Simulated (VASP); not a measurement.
OSZICAR of a VASP run on Ti (space group Im-3m):

### OSZICAR
```
       N       E                     dE             d eps       ncg     rms          rms(c)
DAV:   1     0.115916665693E+03    0.11592E+03   -0.55168E+03  4168   0.130E+03
DAV:   2    -0.439265177373E+01   -0.12031E+03   -0.11794E+03  4356   0.397E+02
DAV:   3    -0.164948183913E+02   -0.12102E+02   -0.11905E+02  7608   0.112E+02
DAV:   4    -0.168766045976E+02   -0.38179E+00   -0.38073E+00  4752   0.180E+01
DAV:   5    -0.168907613625E+02   -0.14157E-01   -0.14155E-01  5940   0.266E+00    0.103E+01
DAV:   6    -0.123761051378E+02    0.45147E+01   -0.11602E+01  5040   0.524E+01    0.122E+00
DAV:   7    -0.126906121847E+02   -0.31451E+00   -0.20331E+00  5288   0.166E+01    0.212E+00
DAV:   8    -0.127082210792E+02   -0.17609E-01   -0.67211E-02  4912   0.300E+00    0.254E+00
DAV:   9    -0.125403050813E+02    0.16792E+00   -0.93518E-01  4884   0.145E+01    0.988E-01
DAV:  10    -0.125335545722E+02    0.67505E-02   -0.61847E-02  4660   0.407E+00    0.296E-01
DAV:  11    -0.125361398860E+02   -0.25853E-02   -0.91222E-03  4904   0.135E+00    0.106E-01
DAV:  12    -0.125368400845E+02   -0.70020E-03   -0.13876E-03  4904   0.550E-01    0.834E-02
DAV:  13    -0.125364020579E+02    0.43803E-03   -0.41111E-04  5184   0.253E-01    0.550E-02
DAV:  14    -0.125364569577E+02   -0.54900E-04   -0.27948E-04  4544   0.252E-01    0.163E-02
DAV:  15    -0.125364672481E+02   -0.10290E-04   -0.28276E-05  5356   0.670E-02    0.295E-03
DAV:  16    -0.125364625257E+02    0.47224E-05   -0.97639E-06  5852   0.319E-02    0.260E-03
DAV:  17    -0.125364637714E+02   -0.12457E-05   -0.72367E-07  3112   0.940E-03    0.377E-03
DAV:  18    -0.125364630737E+02    0.69769E-06   -0.73225E-07  2724   0.136E-02
   1 F= -.12536463E+02 E0= -.12535078E+02  d E =-.276938E-02  mag=     0.0000    -0.0000    -0.0000
       N       E                     dE             ncg
```

Problem. Which electronic solver shows in the log?

Solution. It is blocked Davidson (ALGO = Normal, or the opening steps of other solvers). The INCAR had ALGO = Normal.

Problem. How was spin treated?

Solution. With non-collinear spinors: mag has three components.

Problem. Can the final energy be trusted as converged?

Solution. The run converged. It stopped with EDIFF = 1E-6, NELM = 100 (r2SCAN+rVV10 with spin-orbit coupling, plane waves, VASP's PBE PAW potentials (set 64)).

The structure comes from a measured Ti entry (Im-3m) of the Crystallography Open Database, whose conditions weren't checked. It was relaxed first.
